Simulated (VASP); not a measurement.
A run of VASP 6.6.1 is set up as follows.

File INCAR:

```
SYSTEM = SrC2
  ALGO = Normal
  EDIFF = 1E-7
  ENCUT = 520
  ISIF = 2
  ISMEAR = 0
  LASPH = .True.
  LCHARG = .False.
  LREAL = .False.
  LWAVE = .False.
  NBANDS = 16
  NELM = 100
  PREC = Accurate
  SIGMA = 0.01
```

The input KPOINTS:

```
k-points
0
Gamma
  4 4 4
  0 0 0
```

File POSCAR:

```
SrC2
1.0
   -2.0571500000      2.0571500000      3.3830000000
    2.0571500000     -2.0571500000      3.3830000000
    2.0571500000      2.0571500000     -3.3830000000
Sr C
1 2
Direct
    0.0000000000      0.0000000000      0.0000000000
    0.4120000000      0.4120000000      0.0000000000
    0.5880000000      0.5880000000      0.0000000000
```

Potentials or basis: VASP PAW LDA potentials, release 64 (Sr_sv, C).

Command:

```sh
$ cat potpaw_LDA.64/Sr_sv/POTCAR potpaw_LDA.64/C/POTCAR > POTCAR
$ mpirun -np 1 vasp_std > vasp.out
```

(1) What does it give for the band gap on the k mesh?

(2) Estimate the largest force.

(3) Predict the pressure.

Results:

(1) 1.77 eV, indirect (least direct gap 2.50 eV).

(2) 6.160 eV/Å.

(3) 2.9 GPa.

Caveat: the k mesh is coarse (spacing up to 0.54 Å⁻¹), so the values aren't converged; the standard files for N, O and F lose accuracy on very short bonds; forces of over 1 eV/Å show positions far from the minimum, so gaps and moduli don't describe the material at rest.
